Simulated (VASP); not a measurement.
# BeCd2S3 (P3m1) in VASP: notebook

Aim: see how the results for BeCd2S3 move with the level of theory and the settings. Levels: PBE, r2SCAN. Tasks: relaxation of cell and atoms, single point.

All numbers are computed with VASP 6.6.1; they aren't measurements. Logs are shortened: lines on timing, memory, paths and dates and some standing lists are left out, and cuts for length are marked.

### 1 Starting point

The structure is trigonal, space group P3m1 (No. 156). Conventional cell: a = 3.953 Å, b = 3.953 Å, c = 9.820 Å, α = 90.00°, β = 90.00°, γ = 120.00°. Be (site symmetry 3m) is surrounded by 4 S at 2.06 to 2.36 Å. Around Cd (site symmetry 3m) lie 4 S at 2.53 Å. Cd (site symmetry 3m) has 4 S at 2.51 to 2.52 Å as nearest neighbours. S (site symmetry 3m) has 4 Cd at 2.52 to 2.53 Å as nearest neighbours. Around S (site symmetry 3m) lie 1 Be at 2.06 Å. S (site symmetry 3m) has 3 Be at 2.36 Å and 1 Cd at 2.53 Å as nearest neighbours.

The cell was built by a generator and needn't be a form met in nature.

### 2 Relaxation of cell and atoms, PBE

Contents of INCAR:

```
SYSTEM = BeCd2S3
  PREC = Accurate
  ENCUT = 520
  EDIFF = 1E-6
  ISMEAR = 0
  SIGMA = 0.03
  LREAL = .FALSE.
  LASPH = .TRUE.
  NELM = 120
  ALGO = Normal
  ISIF = 3
  LWAVE = .FALSE.
  LCHARG = .FALSE.
  GGA = PE
  IBRION = 2
  NSW = 90
  EDIFFG = -0.01
  KPAR = 4
```

Contents of KPOINTS:

```
regular mesh
0
G
  8 8 4
  0 0 0
```

Contents of POSCAR:

```
BeCd2S3
1.0
    3.9533854900      0.0000000000      0.0000000000
   -1.9766927500      3.4237322700      0.0000000000
    0.0000000000      0.0000000000      9.8200000000
Be Cd S
1 2 3
Direct
    0.0000000000      0.0000000000      0.0057026500
    0.6666666700      0.3333333300      0.6885947000
    0.3333333300      0.6666666700      0.3210794300
    0.3333333300      0.6666666700      0.5773930800
    0.0000000000      0.0000000000      0.2154786200
    0.6666666700      0.3333333300      0.9466395100
```

Potentials or basis: VASP PAW PBE potentials, release 64 (Be, Cd, S).

Started as:

```bash
$ cat potpaw_PBE.64/Be/POTCAR potpaw_PBE.64/Cd/POTCAR potpaw_PBE.64/S/POTCAR > POTCAR
$ mpirun -np 4 vasp_std > vasp.out
```

OUTCAR:

```text
SYSTEM = BeCd2S3
   PREC = Accurate
   ENCUT = 520
   EDIFF = 1E-6
   ISMEAR = 0
   LREAL = .FALSE.
   LASPH = .TRUE.
   NELM = 120
   ISIF = 3
   GGA = PE
   IBRION = 2
   NSW = 90
   EDIFFG = -0.01

 ion  position               nearest neighbor table
   1  0.000  0.000  0.006-   5 2.06   6 2.36   6 2.36   6 2.36
   2  0.667  0.333  0.689-   4 2.53   4 2.53   4 2.53   6 2.53
   3  0.333  0.667  0.321-   5 2.51   5 2.51   5 2.51   4 2.52
   4  0.333  0.667  0.577-   3 2.52   2 2.53   2 2.53   2 2.53
   5  0.000  0.000  0.215-   1 2.06   3 2.51   3 2.51   3 2.51
   6  0.667  0.333  0.947-   1 2.36   1 2.36   1 2.36   2 2.53

  LATTYP: Found a hexagonal cell.
 ALAT       =     3.9533854900
 C/A-ratio  =     2.4839469930

  Lattice vectors:

 A1 = (   3.9533854900,   0.0000000000,   0.0000000000)
 A2 = (  -1.9766927500,   3.4237322700,   0.0000000000)
 A3 = (   0.0000000000,   0.0000000000,   9.8200000000)

Analysis of symmetry for initial positions (statically):
=====================================================================
 Subroutine PRICEL returns:
 Original cell was already a primitive cell.

 Routine SETGRP: Setting up the symmetry group for a
 hexagonal supercell.

 Subroutine GETGRP returns: Found  6 space group operations
 (whereof  6 operations were pure point group operations)
 out of a pool of 24 trial point group operations.

The static configuration has the point symmetry C_3v.

Analysis of symmetry for dynamics (positions and initial velocities):
=====================================================================
 Subroutine PRICEL returns:
 Original cell was already a primitive cell.

 Routine SETGRP: Setting up the symmetry group for a
 hexagonal supercell.

 Subroutine GETGRP returns: Found  6 space group operations
 (whereof  6 operations were pure point group operations)
 out of a pool of 24 trial point group operations.

The dynamic configuration has the point symmetry C_3v.

 Subroutine INISYM returns: Found  6 space group operations
 (whereof  6 operations are pure point group operations),
 and found     1 'primitive' translations

[... 108 lines left out ...]
   ISIF   =      3    stress and relaxation
   ISYM   =      2    0-nonsym 1-usesym 2-fastsym
   POTIM  = 0.5000    time-step for ionic-motion
   TEBEG  =    0.0;   TEEND  =   0.0 temperature during run
   PSTRESS=    0.0 pullay stress
   NELECT =      44.0000    total number of electrons
   NUPDOWN=      -1.0000    fix difference up-down
   EMIN   =  10.00;   EMAX   =-10.00  energy-range for DOS
   EFERMI =   0.00;   METHOD = LEGACY
   ISMEAR =     0;   SIGMA  =   0.03  broadening in eV -4-tet -1-fermi 0-gaus
   EFERMI_NEDOS =   21; number of points for ismear=-14 and -15
   IALGO  =     38    algorithm
   IMIX   =      4    mixing-type and parameters
     AMIX     =   0.40;   BMIX     =  1.00
     AMIX_MAG =   1.60;   BMIX_MAG =  1.00
  volume/ion in A,a.u.               =      22.15       149.49
  Fermi-wavevector in a.u.,A,eV,Ry     =   1.132484  2.140085 17.449757  1.282521
  Thomas-Fermi vector in A             =   2.269186
   LORBIT       =      0    0 simple, 1 ext, 2 COOP (PROOUT), +10 PAW based schemes
   GGA     = PE    functional components
   LHFCALC =     F    Hartree Fock is set to
   AEXX    =    0.0000 exact exchange contribution
   IVDW    =     0    specifies the selected vdW correction
   LEPSILON=     F    determine dielectric tensor
   LRPA    =     F    only Hartree local field effects (RPA)
 conjugate gradient relaxation of ions
 non-spin polarized calculation
 Gauss-broadening in eV      SIGMA  =   0.03
  energy-cutoff  :      520.00
  volume of cell :      132.92
 maximum number of plane-waves:      3643
 NGX is ok and might be reduce to    30
   NGX = 15   NGY = 15   NGZ = 37

--------------------------------------- Ionic step        1  -------------------------------------------

 number of electron      43.9999989 magnetization

 Free energy of the ion-electron system (eV)
  ---------------------------------------------------
  ext. energy  EPLUGINS =         0.00000000
  ---------------------------------------------------
  free energy    TOTEN  =       -21.46676253 eV

  energy without entropy =      -21.46676253  energy(sigma->0) =      -21.46676253

------------------------ aborting loop because EDIFF is reached ----------------------------------------

  FORCE on cell =-STRESS in cart. coord.  units (eV):
  Direction    XX          YY          ZZ          XY          YZ          ZX
  --------------------------------------------------------------------------------------
  -------------------------------------------------------------------------------------
  Total       -0.3069936     -0.3069936      0.2848161      0.0000000      0.0000000     -0.0000000
  in kB       -3.7004923     -3.7004923      3.4331645      0.0000000      0.0000000     -0.0000000
  external PRESSURE =      -1.3226067 kB  Pullay stress =       0.0000000 kB
[... 307 lines left out ...]
--------------------------------------- Ionic step        9  -------------------------------------------

 number of electron      43.9999988 magnetization

 Free energy of the ion-electron system (eV)
  ---------------------------------------------------
  ext. energy  EPLUGINS =         0.00000000
  ---------------------------------------------------
  free energy    TOTEN  =       -21.47117681 eV

  energy without entropy =      -21.47117681  energy(sigma->0) =      -21.47117681

 E-fermi :   2.0573     XC(G=0):  -9.1769

 val. band max:        1.9289318998   @ k =   0.0000   0.0000   0.0000
 cond. band min:       3.4592321570   @ k =   0.0000   0.0000   0.0000
 fundamental gap:      1.5303002572
 Fermi energy:         2.0572779094

 k-point     1 :       0.0000    0.0000    0.0000
  band No.  band energies     occupation
      1     -10.8651      2.00000
      2     -10.3355      2.00000
      3     -10.0587      2.00000
      4      -5.9228      2.00000
      5      -5.9228      2.00000
      6      -5.8657      2.00000
[... 685 lines left out ...]
     25       6.8831      0.00000
     26       7.2101      0.00000

 [... further k-points ...]

------------------------ aborting loop because EDIFF is reached ----------------------------------------

  FORCE on cell =-STRESS in cart. coord.  units (eV):
  Direction    XX          YY          ZZ          XY          YZ          ZX
  --------------------------------------------------------------------------------------
  -------------------------------------------------------------------------------------
  Total        0.0012897      0.0012897     -0.0143360     -0.0000000      0.0000000      0.0000000
  in kB        0.0156161      0.0156161     -0.1735793     -0.0000000      0.0000000      0.0000000
  external PRESSURE =      -0.0474491 kB  Pullay stress =       0.0000000 kB
[... 21 lines left out ...]
  FREE ENERGIE OF THE ION-ELECTRON SYSTEM (eV)
  ---------------------------------------------------
  free  energy   TOTEN  =       -21.4711768099 eV

  energy  without entropy=      -21.4711768099  energy(sigma->0) =      -21.47117681

 reached required accuracy - stopping structural energy minimisation
```

OSZICAR:

```text
N       E                     dE             d eps       ncg     rms          rms(c)
DAV:   1     0.294274775772E+03    0.29427E+03   -0.21252E+04  1820   0.153E+03
DAV:   2    -0.340378313187E+01   -0.29768E+03   -0.29180E+03  2162   0.349E+02
DAV:   3    -0.225908949389E+02   -0.19187E+02   -0.19123E+02  2140   0.896E+01
DAV:   4    -0.229061821055E+02   -0.31529E+00   -0.31490E+00  2340   0.113E+01
[... 69 lines left out ...]
DAV:   1    -0.214712090899E+02   -0.50552E-04   -0.88826E-03  1820   0.575E-01    0.496E-02
DAV:   2    -0.214711894300E+02    0.19660E-04   -0.14363E-04  2238   0.101E-01    0.200E-02
DAV:   3    -0.214711807582E+02    0.86718E-05   -0.13663E-05  2290   0.260E-02    0.135E-02
DAV:   4    -0.214711771264E+02    0.36318E-05   -0.53087E-06  2100   0.166E-02    0.375E-03
DAV:   5    -0.214711768099E+02    0.31657E-06   -0.79124E-07  1006   0.747E-03
   9 F= -.21471177E+02 E0= -.21471177E+02  d E =-.189970E-04
```

CONTCAR:

```text
BeCd2S3
   1.00000000000000
     3.9300942259559521    0.0000000000339701   -0.0000000000000000
    -1.9650471179190996    3.4035614435514931    0.0000000000000000
     0.0000000000000000   -0.0000000000000000    9.8924512363429393
  Be              Cd              S
     1     2     3
Direct
     1.0000000000000000    1.0000000000000000    0.0058536403407219
     0.6666666699999979    0.3333333300000021    0.6889964573808296
     0.3333333300000021    0.6666666699999979    0.3232306624217589
     0.3333333300000021    0.6666666699999979    0.5773401953755115
     1.0000000000000000    0.0000000000000000    0.2141436432078498
     0.6666666699999979    0.3333333300000021    0.9453233912733288

  0.00000000E+00  0.00000000E+00  0.00000000E+00
  0.00000000E+00  0.00000000E+00  0.00000000E+00
  0.00000000E+00  0.00000000E+00  0.00000000E+00
  0.00000000E+00  0.00000000E+00  0.00000000E+00
  0.00000000E+00  0.00000000E+00  0.00000000E+00
  0.00000000E+00  0.00000000E+00  0.00000000E+00
```

Wall time 2.9 min (4 MPI ranks of Intel Xeon Platinum 8488C (Sapphire Rapids), shared host); peak memory 0.32 GiB.

Results:

| Property | Result |
| --- | --- |
| Free energy | -21.4712 eV |
| Relaxed volume | 22.05 Å³/atom |
| Relaxed cell | a = 3.930 Å, b = 3.930 Å, c = 9.892 Å, α = 90.00°, β = 90.00°, γ = 120.00° |
| Space group after relaxing (to 0.05 Å) | P3m1 (No. 156) |
| Energy gained by relaxing | 0.7 meV/atom |
| Ionic steps | 9 |
| Pressure after relaxing | 0.0 GPa |
| Largest force after relaxing | 0.009 eV/Å |
| Band gap on the k mesh | 1.53 eV, direct |

Forces in eV/Å, atoms in the order of the input:
```
Be   0.000  0.000 -0.002
Cd   0.000  0.000  0.007
Cd   0.000  0.000  0.000
S    0.000  0.000  0.001
S    0.000  0.000 -0.009
S    0.000  0.000  0.004
```

Step by step:
```csv
step,energy change (eV),largest force (eV/Å),pressure (GPa),volume (Å³)
1,0.0000,0.0828,-0.13,132.92
2,-0.0023,0.0926,0.00,132.56
3,-0.0028,0.0993,0.09,132.35
4,-0.0038,0.0482,-0.01,132.48
5,-0.0042,0.0249,-0.13,132.63
6,-0.0042,0.0287,-0.11,132.60
7,-0.0044,0.0109,0.03,132.27
8,-0.0044,0.0117,0.01,132.31
9,-0.0044,0.0094,0.00,132.32
```

Final structure:
```yaml
crystal:
  lattice:
    - [3.93009, 0.00000, 0.00000]
    - [-1.96505, 3.40356, 0.00000]
    - [0.00000, 0.00000, 9.89245]
  atoms:
    - { symbol: Be, position: [0.00000, 0.00000, 0.00585] }
    - { symbol: Cd, position: [0.66667, 0.33333, 0.68900] }
    - { symbol: Cd, position: [0.33333, 0.66667, 0.32323] }
    - { symbol: S, position: [0.33333, 0.66667, 0.57734] }
    - { symbol: S, position: [0.00000, 0.00000, 0.21414] }
    - { symbol: S, position: [0.66667, 0.33333, 0.94532] }
```

Levels at points of the mesh, in eV from the valence-band top:
```csv
k point,band 18,band 19,band 20,band 21,band 22,band 23,band 24,band 25,band 26
"(0.00, 0.00, 0.00)",-0.55,-0.46,-0.46,0.00,0.00,1.53,3.23,3.75,5.17
"(0.50, 0.00, 0.00)",-2.43,-2.00,-1.81,-1.14,-0.92,2.91,3.86,4.01,4.37
"(0.00, 0.00, 0.50)",-1.48,-0.34,-0.34,-0.11,-0.11,2.53,2.87,3.51,5.20
"(0.50, 0.00, 0.50)",-2.55,-2.38,-1.43,-1.15,-0.68,2.96,3.47,4.09,4.85
```

(Part 1 of 2 ends here.)
